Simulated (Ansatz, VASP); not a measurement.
## Cross-check of AlRu between VASP and Ansatz

One calculation is typed for both programs; each brings its own data sets. How far apart do they land? The cell is taken from a series of runs on this material, whose earlier steps may have relaxed, scaled, displaced or heated it; both programs get it as it stands.

Calculated with Ansatz 0.2.0; plane waves, with VASP 6.6.1 beside it; zone-centre phonons at PBEsol.

## (1) The starting structure

The structure is cubic, space group Pm-3m (No. 221). Conventional cell: a = 2.873 Å, b = 2.873 Å, c = 2.873 Å, α = 90.00°, β = 90.00°, γ = 90.00°. Nearest to Al lie 8 Ru at 2.49 Å. Nearest to Ru lie 8 Al at 2.49 Å. Farther neighbours are not listed.

## (2) Ansatz: zone-centre phonons, PBEsol, pair 1

Ansatz runs on its PAW soft_1 files.

Second derivatives magnify differences that forces hide, and they need a tight electronic threshold.

File input.yaml:

```yaml
crystal:
  lattice:
    - [2.8733026373, 0.0, 0.0]
    - [0.0, 2.8733026373, 0.0]
    - [0.0, 0.0, 2.8733026373]
  atoms:
    - { symbol: Al, position: [0.0, 0.0, 0.0] }
    - { symbol: Ru, position: [0.5, 0.5, 0.5] }
kpoints:
  mp_grid: { grid: [16, 16, 16] }
hamiltonian:
  xc: pbesol
  pseudopotentials: { kind: paw, azcp: { folder: soft_1 }, xc_functional: pbe }
scf:
  occupations: { method: methfessel_paxton, width: 0.2 }
output:
  eigenvalues: true
phonons:
  method: dfpt
```

On the command line:

```console
$ ansatz run input.yaml --threads 4 --pin off --max-ram 10240MiB --backend cpu --events-out ev --progress --plain --runs-dir out
```

Numbers of over 12 decimals in the logs are rounded to 6 here.

Log:

```text
Engine: ansatz 0.2.0, aarch64-unknown-linux-gnu
Pseudopotentials: kind: paw
Pseudopotential: Al, paw, valence charge 3, recommended cutoff 420 eV (normal), soft_1/Al.paw.azcp
Pseudopotential: Ru, paw, valence charge 16, recommended cutoff 420 eV (normal), soft_1/Ru.paw.azcp
Functional definition: PBEsol
  exchange = pbesol_x
  correlation = pbesol_c
Crystal: 2 atoms, lattice volume = 23.722 Å³
Basis set: ecut = 420 eV, 461 PW (Γ), exchange–correlation on 40×40×40 points (8 copies of the dense FFT grid, shifted against one another)
Bands: 14, of which v1, the nominal top of the filled ones, is band 10 counted from 1 (9 counted from 0)
Symmetry: 48 space group operations
k-points: 405 of 4096 (irreducible under 8 space group operations, time reversal used)
Non-local potential: Al, projectors of the file, l = 0: 2, l = 1: 2, l = 2: 1
Non-local potential: Ru, projectors of the file, l = 0: 3, l = 1: 2, l = 2: 2, l = 3: 1
PAW form: soft (Blöchl's): semilocal exchange-correlation on the pseudo side does not see the compensation charge
PAW frozen core: Al, regenerated for the run's functional, and the local potential with it (the file was generated under x = pbe(κ = 0.804, μ = 0.219515), c = pbe(β = 0.066725))
PAW frozen core: Ru, regenerated for the run's functional, and the local potential with it (the file was generated under x = pbe(κ = 0.804, μ = 0.219515), c = pbe(β = 0.066725))
PAW one-centre angular grid: Al, 110 points (default); XC on 64 Gauss nodes
PAW one-centre angular grid: Ru, 590 points (default); XC on 64 Gauss nodes
Initial density: superposition of atomic densities (chi_scale 0.1, normalization cell, long waves kept (reshape's long-wave potential 0.00 eV rms))
Initial wavefunctions: pseudopotential atomic-orbital guess
Functional: x = pbesol(κ = 0.804, μ = 0.123457), c = pbesol(β = 0.046)
SCF iter   1: F=—  HF=-6343.155927 eV  |F-HF|=—  |Δ(HF+E_count)|=         —  Δρ=1.21e-1  dr2=3.87e0  ethr=3.10e-3  ⟨swp⟩=5.0  Hψ=27830  notcnv=0
preconditioner: auto → none  [metal: Δε(μ)=0.008 eV  Ē_g=9.804 eV  σ=0.200 eV  W_gap=0.04  n_scr=6 (ndim 8)  ℏωp=25.3 eV  f_vac=0.000  D(μ)=1.15/eV (n_scr^D=6)  sad-step TF]
SCF iter   2: F=—  HF=-6342.491462 eV  |F-HF|=—  |Δ(HF+E_count)|=   6.64e-1  S|Δr|=    0.00e0  Δρ=7.17e-2  dr2=1.42e0  ethr=3.10e-3  ⟨swp⟩=2.9  Hψ=12796  notcnv=0  defer=40
SCF iter   3: F=—  HF=-6342.131872 eV  |F-HF|=—  |Δ(HF+E_count)|=   3.60e-1  S|Δr|=    0.00e0  Δρ=3.82e-3  dr2=2.87e-3  ethr=3.10e-3  ⟨swp⟩=2.1  Hψ=9458  notcnv=0  defer=40
SCF iter   4: F=—  HF=-6342.131636 eV  |F-HF|=—  |Δ(HF+E_count)|=   2.37e-4  S|Δr|=    0.00e0  Δρ=3.85e-4  dr2=6.14e-6  ethr=1.51e-5  ⟨swp⟩=2.1  Hψ=11059  notcnv=0  defer=40
SCF iter   5: F=—  HF=-6342.131645 eV  |F-HF|=—  |Δ(HF+E_count)|=   9.14e-6  S|Δr|=    0.00e0  Δρ=9.19e-5  dr2=1.44e-6  ethr=3.23e-8  ⟨swp⟩=2.0  Hψ=9454  notcnv=0  defer=40
SCF iter   6: F=—  HF=-6342.131642 eV  |F-HF|=—  |Δ(HF+E_count)|=   2.49e-6  S|Δr|=    0.00e0  Δρ=9.56e-6  dr2=1.77e-8  ethr=7.59e-9  ⟨swp⟩=2.3  Hψ=8780  notcnv=0  defer=40
SCF iter   7: F=—  HF=-6342.131642 eV  |F-HF|=—  |Δ(HF+E_count)|=   4.34e-9  S|Δr|=    0.00e0  Δρ=4.54e-7  dr2=2.32e-11  ethr=9.34e-11  ⟨swp⟩=2.5  Hψ=8443  notcnv=0  defer=40
SCF iter   8: F=-6342.131642 eV  HF=-6342.131642 eV  |F-HF|=1.82e-12  |Δ(HF+E_count)|=  9.09e-13  S|Δr|=    0.00e0  Δρ=1.18e-7  dr2=1.24e-12  ethr=1.00e-12  ⟨swp⟩=5.1  Hψ=20843  notcnv=0
the search or the solves at the SCF's close seem to have found levels that the self-consistency loop had missed (the run counts 1). By its estimate they hold under 1e-12 electrons; where the run keeps them, the occupations were computed again with them
SCF 1 converged in 8 iterations: F = -6342.131642 eV  dr2 = 1.24e-12
  greatest PAW one-centre occupation: 1.000 electrons in one spin orbital (limit 2), on the Ru atom at site 1 (counted from 0), in its partial waves of l = 0
DFPT response loops at Γ: preconditioner auto → Kerker (q_TF=auto, 2.629 Å⁻¹) (partly filled bands, converged f_vac=0.000); β = 1.00, the filter's whole step (`scf.mixing.beta` (0.50) is not read by the response loops under this deck's `scf.mixing.preconditioner`; to damp them name `kerker` or `kerker_dos`, under which they read `scf.mixing.beta`, and type it under 1.00, their step now; both keys bind the ground state too); Broyden in place of MSR1
SCF converged after 8 iterations
Stability not checked: this state was not tested for a lower state beside it, because cold or Methfessel-Paxton smearing, or corrected tetrahedra, fill the levels in a way that the test cannot read (fill_not_monotonic; see scf.lower_state_search)
Free energy (F): -6342.131642 eV
Harris-Foulkes:  -6342.131642 eV  (|F-HF|=1.82e-12)
Internal energy: -6342.130367 eV  (E = F + TS)
E sigma→0 (E₀):  -6342.131323 eV
Entropy (-TS):   -0.001275 eV (-0.637 meV/atom)
Fermi energy:    18.382563 eV
--- Per-component energies (eV) ---
  E_band       = -81.414408
  E_kinetic    = 495.296996
  E_local      = -1696.197519  (includes V_loc(G=0)·N_el)
  E_nonlocal   = 428.634921
  E_hartree    = 617.236603
  E_xc         = -211.009157
  E_vxc        = -249.704709  (∫ρ·V_xc dr)
  E_paw        = -3899.412189  (= ΣΔE_a)
  E_vpaw       = -293.917906  (= ΣTr[D̂ρ^β])
  E_aug_tail   = 0.000638  (compensation charges beyond the density's cutoff)
  E_ewald      = -2076.953096
  E_core_change = 0.272436  (= ΣΔE_core)
  E_smearing   = -0.001275  (= −TS)
  E_closure    = 0.000000  (closes the sum)
  Σ components = -6342.131642   (vs F -6342.131642, Δ=0.00e0)
--- Band table (eV; the first three rows and the last of 405) ---
  k-point 0: bands = [... 6 lower, 14.0519, 18.5907, 18.5907, 18.5907, 25.0426, 25.0426, 25.0426, 30.0394]
  k-point 1: bands = [... 6 lower, 14.0903, 18.4762, 18.4762, 18.6023, 24.6545, 25.2134, 25.2134, 29.8093]
  k-point 2: bands = [... 6 lower, 14.1890, 18.1752, 18.1752, 18.6354, 23.7750, 25.6824, 25.6824, 29.2065]
  k-point 404: bands = [... 6 lower, 13.0046, 20.3307, 20.3307, 21.7243, 22.7814, 22.7814, 22.7814, 28.1340]
--- Phonons (Γ-DFPT): 2 representative perturbations + reference, on 405 of 4096 k-points (Σ response iterations 6) ---
  k mesh reduced under 8 symmetry operations, with k and −k counted as one. Each operation leaves every solved perturbation unchanged. A smaller set is not used because it would not reduce the number of displacements times k-points to solve
  ASR residual: 7.410e-5 → 0.000e0 eV/Å²; symmetrization residual: 1.488e-6 eV/Å²
  ASR residual per site (eV/Å²): 8.34e-6 7.41e-5
  Γ frequencies (cm⁻¹): 0.00 0.00 0.00 388.89 388.89 388.89
  non-analytic LO–TO correction: not included (Born effective charges unavailable; polar crystals: no LO–TO splitting at Γ)
```

## (3) VASP: zone-centre phonons, PBEsol, pair 1

The same cell, functional, mesh and smearing now go to VASP, with its own data sets.

Lines of VASP's logs that name or quote its potential files are left out, and so is its time.

File INCAR:

```
SYSTEM = AlRu
PREC = Accurate
ENCUT = 500
EDIFF = 1E-08
NELM = 120
ISMEAR = 1
SIGMA = 0.2
LREAL = .FALSE.
ALGO = Normal
GGA = PS
NBANDS = 14
LASPH = .TRUE.
LORBIT = 11
LWAVE = .FALSE.
LCHARG = .FALSE.
ISIF = 2
IBRION = 8
GGA_COMPAT = .FALSE.
KPAR = 2
```

File POSCAR:

```
AlRu
1.0
    2.8733026373      0.0000000000      0.0000000000
    0.0000000000      2.8733026373      0.0000000000
    0.0000000000      0.0000000000      2.8733026373
Al Ru
1 1
Direct
    0.0000000000      0.0000000000      0.0000000000
    0.5000000000      0.5000000000      0.5000000000
```

File KPOINTS:

```
Automatic mesh
0
Gamma
16 16 16
0 0 0
```

The projector-augmented-wave data sets are Al and Ru_pv (PBE family, release 64).

On the command line:

```console
$ mpirun -np 2 vasp_std
```

Log:

```text
[banner, memory and clock lines left out]
running    2 mpi-ranks, on    1 nodes
 distrk:  each k-point on    1 cores,    2 groups
 distr:  one band on    1 cores,    1 groups

 POSCAR found type information on POSCAR AlRu
 POSCAR found :  2 types and       2 ions
|                                                                             |
|               ----> ADVICE to this user running VASP <----                  |
|                                                                             |
|     You enforced a specific xc type in the INCAR file but a different       |
|     [... a line on the potential file left out ...]
|     I HOPE YOU KNOW WHAT YOU ARE DOING!                                     |
|                                                                             |

 LDA part: xc-table for (Slater+PW92), standard interpolation
 POSCAR, INCAR and KPOINTS ok, starting setup
 FFT: planning ... GRIDC
 FFT: planning ... GRID_SOFT
 FFT: planning ... GRID
 WAVECAR not read
 entering main loop
       N       E                     dE             d eps       ncg     rms          rms(c)
DAV:   1     0.113642441426E+03    0.11364E+03   -0.92873E+03  4772   0.111E+03
DAV:   2    -0.142499014819E+02   -0.12789E+03   -0.12230E+03  5142   0.322E+02
DAV:   3    -0.160936432606E+02   -0.18437E+01   -0.18369E+01  5532   0.409E+01
DAV:   4    -0.161087908615E+02   -0.15148E-01   -0.15144E-01  5924   0.373E+00
DAV:   5    -0.161090573238E+02   -0.26646E-03   -0.26644E-03  5808   0.424E-01    0.171E+01
DAV:   6    -0.153648177309E+02    0.74424E+00   -0.27590E+00  5016   0.197E+01    0.301E+00
DAV:   7    -0.153132650514E+02    0.51553E-01   -0.17000E-01  5190   0.476E+00    0.277E+00
DAV:   8    -0.152956580312E+02    0.17607E-01   -0.16722E-02  5832   0.919E-01    0.256E-01
DAV:   9    -0.152955466581E+02    0.11137E-03   -0.42922E-04  5762   0.130E-01    0.157E-01
DAV:  10    -0.152955413012E+02    0.53569E-05   -0.31253E-05  5784   0.629E-02    0.229E-02
DAV:  11    -0.152955395685E+02    0.17327E-05   -0.37626E-06  5826   0.237E-02    0.704E-03
DAV:  12    -0.152955393026E+02    0.26589E-06   -0.51153E-08  5942   0.244E-03    0.337E-04
DAV:  13    -0.152955392965E+02    0.61959E-08   -0.23827E-09  4644   0.481E-04
   1 F= -.15295539E+02 E0= -.15295114E+02  d E =-.127495E-02
 Linear response reoptimize wavefunctions to high precision
DAV:   1    -0.152955393004E+02   -0.39190E-08   -0.19121E-10  4038   0.135E-04
DAV:   2    -0.152955393004E+02    0.68212E-11   -0.24392E-11  4284   0.430E-05
 Linear response DOF=           2
 Linear response progress:
  Degree of freedom:   1/  2
       N       E                     dE             d eps       ncg     rms          rms(c)
RMM:   1    -0.712217813297E-02   -0.71222E-02    0.41408E-03 20458   0.129E+00
RMM:   2    -0.650230224975E-02    0.61988E-03   -0.47443E-04 17087   0.167E-01    0.667E-02
RMM:   3    -0.644106009642E-02    0.61242E-04   -0.18666E-04 16906   0.884E-02    0.316E-02
RMM:   4    -0.652127662140E-02   -0.80217E-04   -0.95478E-05 18179   0.586E-02    0.747E-03
RMM:   5    -0.653136913175E-02   -0.10093E-04   -0.28040E-06 17277   0.161E-02    0.194E-03
RMM:   6    -0.653608084263E-02   -0.47117E-05   -0.25306E-07 19608   0.435E-03    0.765E-04
RMM:   7    -0.653486557937E-02    0.12153E-05   -0.37022E-08 18135   0.122E-03    0.109E-04
RMM:   8    -0.653515478654E-02   -0.28921E-06   -0.33675E-09 18992   0.351E-04    0.725E-05
RMM:   9    -0.653521083038E-02   -0.56044E-07   -0.14466E-08 20298   0.120E-04    0.215E-05
RMM:  10    -0.653520390562E-02    0.69248E-08   -0.13406E-08 20305   0.511E-05    0.375E-06
 first order change of Fermi-energy  -0.18940E-03
 force on displaced ion       1 direction 1 : -11.969   0.000  -0.000
 Linear response progress:
  Degree of freedom:   2/  2
       N       E                     dE             d eps       ncg     rms          rms(c)
RMM:   1    -0.536749091295E+00   -0.53675E+00    0.36821E+00 11994   0.641E+01
RMM:   2    -0.646167795514E+00   -0.10942E+00   -0.11130E-01 16836   0.299E+00    0.167E-01
RMM:   3    -0.646039880175E+00    0.12792E-03   -0.21037E-03 19498   0.369E-01    0.940E-02
RMM:   4    -0.645417923885E+00    0.62196E-03   -0.22279E-04 19528   0.146E-01    0.235E-02
RMM:   5    -0.645325140123E+00    0.92784E-04   -0.16889E-05 20730   0.361E-02    0.981E-03
RMM:   6    -0.645267419719E+00    0.57720E-04   -0.18634E-06 21265   0.108E-02    0.123E-03
RMM:   7    -0.645264632981E+00    0.27867E-05   -0.47229E-07 21209   0.287E-03    0.420E-04
RMM:   8    -0.645265715681E+00   -0.10827E-05   -0.32965E-07 21753   0.121E-03    0.146E-04
RMM:   9    -0.645266766124E+00   -0.10504E-05   -0.32867E-07 23223   0.575E-04    0.539E-05
RMM:  10    -0.645267970680E+00   -0.12046E-05   -0.28548E-07 22368   0.369E-04    0.102E-05
RMM:  11    -0.645267806311E+00    0.16437E-06   -0.26616E-07 22864   0.269E-04    0.402E-06
RMM:  12    -0.645267779724E+00    0.26586E-07   -0.25172E-07 22978   0.229E-04    0.105E-06
RMM:  13    -0.645267752613E+00    0.27111E-07   -0.24086E-07 23926   0.207E-04    0.500E-07
RMM:  14    -0.645267759455E+00   -0.68418E-08   -0.23408E-07 20260   0.197E-04    0.356E-07
RMM:  15    -0.645267764624E+00   -0.51689E-08   -0.23504E-07 20595   0.192E-04    0.191E-07
RMM:  16    -0.645267767131E+00   -0.25073E-08   -0.23357E-07 18131   0.189E-04    0.186E-07
RMM:  17    -0.645267767023E+00    0.10813E-09   -0.23224E-07 17045   0.187E-04    0.172E-07
RMM:  18    -0.645267766412E+00    0.61152E-09   -0.23721E-07 16648   0.186E-04    0.289E-07
RMM:  19    -0.645267767296E+00   -0.88405E-09   -0.23255E-07 16666   0.185E-04    0.235E-07
RMM:  20    -0.645267768459E+00   -0.11633E-08   -0.23421E-07 17150   0.185E-04    0.194E-07
RMM:  21    -0.645267767937E+00    0.52177E-09   -0.23361E-07 16228   0.184E-04    0.218E-07
RMM:  22    -0.645267769030E+00   -0.10929E-08   -0.23488E-07 16831   0.184E-04    0.227E-07
 first order change of Fermi-energy   0.21276E-02
 force on displaced ion       2 direction 1 : -11.974  -0.000   0.000
 Linear response finished
```

Parts of OUTCAR (step 3):

```text
ion  position               nearest neighbor table
   1  0.000  0.000  0.000-   2 2.49   2 2.49   2 2.49   2 2.49   2 2.49   2 2.49   2 2.49   2 2.49

  LATTYP: Found a simple cubic cell.
 ALAT       =     2.8733026373

 Subroutine GETGRP returns: Found 48 space group operations
 (whereof 48 operations were pure point group operations)

The static configuration has the point symmetry O_h .

 Found    165 irreducible k-points:

   k-points           NKPTS =    165   k-points in BZ     NKDIM =    165   number of bands    NBANDS=     14

   dimension x,y,z NGX =    24 NGY =   24 NGZ =   24
   dimension x,y,z NGXF=    48 NGYF=   48 NGZF=   48

   ENCUT  =  500.0 eV  36.75 Ry    6.06 a.u.   5.24  5.24  5.24*2*pi/ulx,y,z

   NELECT =      17.0000    total number of electrons

 k-points in reciprocal lattice and weights: Automatic mesh
   0.00000000  0.00000000  0.00000000       0.000
   0.06250000  0.00000000  0.00000000       0.001
   0.12500000  0.00000000  0.00000000       0.001
   0.18750000  0.00000000  0.00000000       0.001
   0.25000000  0.00000000  0.00000000       0.001
   0.31250000  0.00000000  0.00000000       0.001
   0.37500000  0.00000000  0.00000000       0.001
   0.43750000  0.00000000  0.00000000       0.001
   0.50000000  0.00000000  0.00000000       0.001
[...]
0.50000000  0.50000000  0.43750000       0.001
   0.50000000  0.50000000  0.50000000       0.000

 average (electrostatic) potential at core
       1 -66.2448       2 -66.2261

  Total        4.3516525      4.3516525      4.3516525     -0.0000000      0.0000000     -0.0000000
  in kB      293.9142716    293.9142716    293.9142716     -0.0000000      0.0000000     -0.0000000
  external PRESSURE =     293.9142716 kB  Pullay stress =       0.0000000 kB

  energy-cutoff  :      500.00
  volume of cell :       23.72
      direct lattice vectors                 reciprocal lattice vectors
     2.873302637  0.000000000  0.000000000     0.348031560  0.000000000  0.000000000
     0.000000000  2.873302637  0.000000000     0.000000000  0.348031560  0.000000000
     0.000000000  0.000000000  2.873302637     0.000000000  0.000000000  0.348031560

 POSITION                                       TOTAL-FORCE (eV/Angst)
 -----------------------------------------------------------------------------------
      0.00000      0.00000      0.00000         0.000000      0.000000      0.000000
      1.43665      1.43665      1.43665         0.000000      0.000000      0.000000
 -----------------------------------------------------------------------------------
    total drift:                                0.000000     -0.000000     -0.000000

 Eigenvectors and eigenvalues of the dynamical matrix
 ----------------------------------------------------

   1 f  =   11.720729 THz    73.643513 2PiTHz  390.961441 cm-1    48.473019 meV
             X         Y         Z           dx          dy          dz
      0.000000  0.000000  0.000000    -0.888384   -0.000000    0.000000
      1.436651  1.436651  1.436651     0.459101    0.000000    0.000000

   2 f  =   11.720729 THz    73.643513 2PiTHz  390.961441 cm-1    48.473019 meV
             X         Y         Z           dx          dy          dz
      0.000000  0.000000  0.000000    -0.000000    0.888384   -0.000000
      1.436651  1.436651  1.436651    -0.000000   -0.459101    0.000000

   3 f  =   11.720729 THz    73.643513 2PiTHz  390.961441 cm-1    48.473019 meV
             X         Y         Z           dx          dy          dz
      0.000000  0.000000  0.000000     0.000000    0.000000    0.888384
      1.436651  1.436651  1.436651    -0.000000    0.000000   -0.459101

   4 f/i=    0.000988 THz     0.006207 2PiTHz    0.032950 cm-1     0.004085 meV
             X         Y         Z           dx          dy          dz
      0.000000  0.000000  0.000000     0.000000    0.360006    0.284903
      1.436651  1.436651  1.436651     0.000000    0.696630    0.551301

   5 f/i=    0.000988 THz     0.006207 2PiTHz    0.032950 cm-1     0.004085 meV
             X         Y         Z           dx          dy          dz
      0.000000  0.000000  0.000000    -0.459101   -0.000000    0.000000
      1.436651  1.436651  1.436651    -0.888384    0.000000    0.000000

   6 f/i=    0.000988 THz     0.006207 2PiTHz    0.032950 cm-1     0.004085 meV
             X         Y         Z           dx          dy          dz
      0.000000  0.000000  0.000000    -0.000000   -0.284903    0.360006
      1.436651  1.436651  1.436651    -0.000000   -0.551301    0.696630

 ELASTIC MODULI CONTR FROM IONIC RELAXATION (kBar)
 Direction    XX          YY          ZZ          XY          YZ          ZX
 --------------------------------------------------------------------------------
 XX           0.0000      0.0000      0.0000      0.0000      0.0000      0.0000
 YY           0.0000      0.0000      0.0000      0.0000      0.0000      0.0000
 ZZ           0.0000      0.0000      0.0000      0.0000      0.0000      0.0000
 XY           0.0000      0.0000      0.0000      0.0000      0.0000      0.0000
 YZ           0.0000      0.0000      0.0000      0.0000      0.0000      0.0000
 ZX           0.0000      0.0000      0.0000      0.0000      0.0000      0.0000
 --------------------------------------------------------------------------------
```

This run has no spin polarisation. Its electron count is odd, so without a moment it is a metal by construction.

## (4) Differences

Known differences besides the potentials themselves: the data sets hold 19 valence electrons in Ansatz (on its PAW soft_1 files) and 17 in VASP; the cutoff is 420 eV in Ansatz and 500 eV in VASP; Ansatz makes its cores anew for this functional, VASP keeps those of its PBE data sets. Total energies have different zeros and are not compared.

Both answers:

| quantity | Ansatz | VASP | difference |
| --- | --- | --- | --- |
| optical mode 1 to 3 (cm⁻¹) | 388.9 | 391.0 | -0.53 % |

Modes are paired by rising frequency, not by their patterns, so a pair may set unlike modes beside each other; they are those without the splitting of longitudinal modes.

[end of part 1 of 2]

[Lines on the potential files, build, host, timing and source positions are cut from VASP's logs without a mark.]

[Logs are printed without paths, hosts, clocks, repeated set-up lines and the standing remarks that a program may print on its own settings, such as how far it seeks lower states.]

[Hosts, paths, dates, database ids (printed as entryN), source tags and the programs' standing remarks are cut or masked in the printed files.]
